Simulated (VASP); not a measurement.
Data:

```yaml
crystal:
  lattice:
    - [0.00000, 2.90673, 2.90673]
    - [2.90673, 0.00000, 2.90673]
    - [2.90673, 2.90673, 0.00000]
  atoms:
    - { symbol: Ru, position: [0.00000, 0.00000, 0.00000] }
    - { symbol: Sb, position: [0.25000, 0.25000, 0.25000] }
```

Method: PBEsol GGA, VASP's PBE PAW potentials (set 64) (plane waves; VASP). Run with 400 eV cut-off, 12×12×12 Γ-centred mesh, tetrahedra with Blöchl corrections, potentials Ru_pv Sb.

Q: The job: RuSb (relaxed from the zinc blende structure, space group F-43m), 2 atoms, PBEsol, static run, 400 eV, 12×12×12 Γ-centred mesh. Roughly how much core time does it take on a busy server core?

A: About 20 core-seconds (one run on a shared machine, a rough figure). It had 72 irreducible k-points, 13 bands, up to 911 plane waves and 15 electronic steps.

The structure was generated: RuSb was put into the zinc blende type (F-43m), which need not be its known phase. It was relaxed first, which changed the volume by -31 %.
